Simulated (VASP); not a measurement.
Method: HSE06 screened hybrid, VASP's PBE PAW potentials (set 64) (plane waves; VASP). For the first row: Settings: 520 eV cut-off, 8×8×8 Γ-centred mesh, Gaussian smearing of 0.050 eV, potentials Si C.

| system | energy (eV/atom) |
|---|---|
| SiC (zinc blende) | -8.7309 |
| Si atom | -1.7103 |
| C atom | -2.9331 |

Atoms are spin-polarised in a large box without symmetry, with the spin fixed by Hund's rule, and may not be in the lowest state of each functional; no zero-point energy is added.

Q: What is the cohesive energy per atom of SiC?

A: The references average (1×(-1.7103) + 1×(-2.9331))/2 = -2.3217 eV, so the cohesive energy is -2.3217 − (-8.7309) = 6.409 eV/atom. Measured: 6.480 eV/atom at 0 K (as given by Daniel Mejia-Rodriguez et al., Physical Review B (2018), arXiv:1807.09216; static lattice: zero-point vibration energy added).

The cell's shape comes from a PBE relaxation.
